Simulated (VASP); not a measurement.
Consider the following.

```
V2N
1.0
    2.40905    -4.17259     0.00000
    2.40905     4.17259     0.00000
    0.00000     0.00000     4.46382
V N
6 3
Direct
  0.33586   0.33586   0.24693
  0.66414   0.00000   0.24693
  0.00000   0.66414   0.24693
  0.00000   0.33586   0.75307
  0.66414   0.66414   0.75307
  0.33586   0.00000   0.75307
  0.00000   0.00000   0.00000
  0.66667   0.33333   0.50000
  0.33333   0.66667   0.50000
```

Calculation: LDA (Ceperley-Alder, Perdew-Zunger), VASP's LDA PAW potentials (set 64) (plane waves; VASP). Settings: 520 eV cut-off, 8×8×8 Γ-centred mesh, tetrahedra with Blöchl corrections, potentials V_sv N.

The cores are frozen, which limits the accuracy of field gradients.

Give the principal components of the electric field gradient (V/Å²) and the asymmetry η at each nucleus.

```json
[
 {"atom": "V1", "Vxx": "26.7", "Vyy": "6.4", "Vzz": "-33.1", "η": "0.61"},
 {"atom": "V2", "Vxx": "26.7", "Vyy": "6.4", "Vzz": "-33.1", "η": "0.61"},
 {"atom": "V3", "Vxx": "26.7", "Vyy": "6.4", "Vzz": "-33.1", "η": "0.61"},
 {"atom": "V4", "Vxx": "26.7", "Vyy": "6.4", "Vzz": "-33.1", "η": "0.61"},
 {"atom": "V5", "Vxx": "26.7", "Vyy": "6.4", "Vzz": "-33.1", "η": "0.61"},
 {"atom": "V6", "Vxx": "26.7", "Vyy": "6.4", "Vzz": "-33.1", "η": "0.61"},
 {"atom": "N7", "Vxx": "0.0", "Vyy": "0.0", "Vzz": "0.0", "η": "-"},
 {"atom": "N8", "Vxx": "-0.1", "Vyy": "-0.1", "Vzz": "0.2", "η": "-"},
 {"atom": "N9", "Vxx": "-0.1", "Vyy": "-0.1", "Vzz": "0.2", "η": "-"}
]
```

The compound is V2N in the sg162 structure. It was relaxed first, which changed the volume by -6 %. The run is not spin-polarised, so no magnetic state was tried.
